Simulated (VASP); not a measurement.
Consider the following.

```
CaCd2P2
1.0
    4.20215     0.00000     0.00000
   -2.10107     3.63917     0.00000
    0.00000     0.00000     6.82827
Ca Cd P
1 2 2
Direct
  0.00000   0.00000   0.00000
  0.33333   0.66667   0.63830
  0.66667   0.33333   0.36170
  0.66667   0.33333   0.76354
  0.33333   0.66667   0.23646
```

Calculation: LDA (Ceperley-Alder, Perdew-Zunger), VASP's LDA PAW potentials (set 64) (plane waves; VASP). Numerical set-up: 400 eV cut-off, 7×7×4 Γ-centred mesh, tetrahedra with Blöchl corrections, potentials Ca_sv Cd P.

The cores are frozen, which limits the accuracy of field gradients.

### Question
Give the principal components of the electric field gradient (V/Å²) and the asymmetry η at each nucleus.

### Answer

```json
[
 {"atom": "Ca1", "Vxx": "-3.0", "Vyy": "-3.0", "Vzz": "6.1", "η": "0.00"},
 {"atom": "Cd2", "Vxx": "-17.4", "Vyy": "-17.4", "Vzz": "34.8", "η": "0.00"},
 {"atom": "Cd3", "Vxx": "-17.4", "Vyy": "-17.4", "Vzz": "34.8", "η": "0.00"},
 {"atom": "P4", "Vxx": "-2.2", "Vyy": "-2.2", "Vzz": "4.4", "η": "0.00"},
 {"atom": "P5", "Vxx": "-2.2", "Vyy": "-2.2", "Vzz": "4.4", "η": "0.00"}
]
```

The structure comes from a computed database's CaCd2P2 entry (P-3m1); how it stands against other phases isn't given here. It was relaxed first, which changed the volume by -7 %.
